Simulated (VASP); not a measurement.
Data:

```
CELL_PARAMETERS angstrom
      4.15734     0.00000     0.00000
     -2.07867     3.60036     0.00000
      0.00000     0.00000     7.67483
ATOMIC_POSITIONS crystal
  La 0.00000 0.00000 0.00000
  La 0.00000 0.00000 0.50000
  Si 0.33333 0.66667 0.25000
  Si 0.66667 0.33333 0.75000
```

The numbers are results of PBEsol GGA, VASP's PBE PAW potentials (set 64) (plane waves; VASP), not measurements. Numerical set-up: 400 eV cut-off, Gaussian smearing of 0.050 eV, potentials La Si.

### Question
Give the energies of bands 9 to 18 at the high-symmetry points, in eV from the Fermi level.

### Answer

```csv
band,Γ,M,K,A,L,H
9,-7.43,-6.67,-6.03,-6.66,-6.11,-5.99
10,-5.66,-5.41,-6.03,-6.66,-6.11,-5.99
11,-2.70,-2.84,-1.94,-1.31,-1.99,-1.82
12,-0.63,-1.72,-1.73,-1.31,-1.99,-1.82
13,-0.63,-0.95,-1.73,-0.04,-0.58,-0.73
14,-0.20,-0.52,-0.70,-0.04,-0.58,-0.73
15,0.73,-0.11,-0.70,-0.04,-0.23,-0.68
16,1.09,0.35,0.85,-0.04,-0.23,-0.68
17,1.09,0.80,2.01,1.50,1.15,1.74
18,1.83,1.66,2.01,1.50,1.15,1.74
```

It has no gap at this level: it comes out as a metal or semimetal.

The structure was generated: LaSi was put into the NiAs type type (P6_3/mmc), which need not be its known phase. It was relaxed first, which changed the volume by -27 %.
